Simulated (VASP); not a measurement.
An input for Ansatz (written as the equivalent of a VASP run, and not itself run):

Ansatz 0.2 input:
```yaml
crystal:
  lattice:
    - [0.0000000, 2.9100000, 2.9100000]
    - [2.9100000, 0.0000000, 2.9100000]
    - [2.9100000, 2.9100000, 0.0000000]
  atoms:
    - { symbol: Cd, position: [0.0000000, 0.0000000, 0.0000000] }
    - { symbol: S, position: [0.2500000, 0.2500000, 0.2500000] }
kpoints:
  mp_grid: { grid: [1, 1, 1] }
hamiltonian:
  xc: pbe
  pseudopotentials: { kind: paw }
scf:
  occupations: { method: gaussian, width: 0.05 }
  max_iter: 100
output: { forces: true, stress: true, eigenvalues: true }
```

Task: Translate this input to VASP (INCAR, KPOINTS, POSCAR, choice of POTCAR).

Result: One answer among several that fit: 
KPOINTS:
```
Automatic mesh
0
Gamma
1 1 1
0 0 0
```

### INCAR
```
SYSTEM = CdS
PREC = Accurate; ENCUT = 400; LREAL = .False.
LASPH = .True.
EDIFF = 1E-6; NELM = 100; ALGO = Normal
LMAXMIX = 4
ISMEAR = 0; SIGMA = 0.05
GGA = PE
ISIF = 2
LWAVE = .False.; LCHARG = .False.
```

**POSCAR**
```
CdS
1
    0.0000000000     2.9100000000     2.9100000000
    2.9100000000     0.0000000000     2.9100000000
    2.9100000000     2.9100000000     0.0000000000
Cd S
1 1
Direct
  0.0000000000   0.0000000000   0.0000000000
  0.2500000000   0.2500000000   0.2500000000
```

POTCAR, in this order: Cd S (PBE.64 set). Program: vasp_std.

What does not carry over: each code has its own PAW files, so the cut-off isn't converted (ENCUT is set for VASP's; basis.ecutwfc is left out, and Ansatz then takes the one that its files recommend); Ansatz stops its SCF on the density residual and VASP on the energy change (EDIFF).

The compound is CdS in the zinc blende structure, a metastable form; wurtzite is the usual one. The cell was not relaxed at this level. The k-mesh is coarse (spacing up to 1.87 per Å, 2π included), so the numbers may not be converged in it.
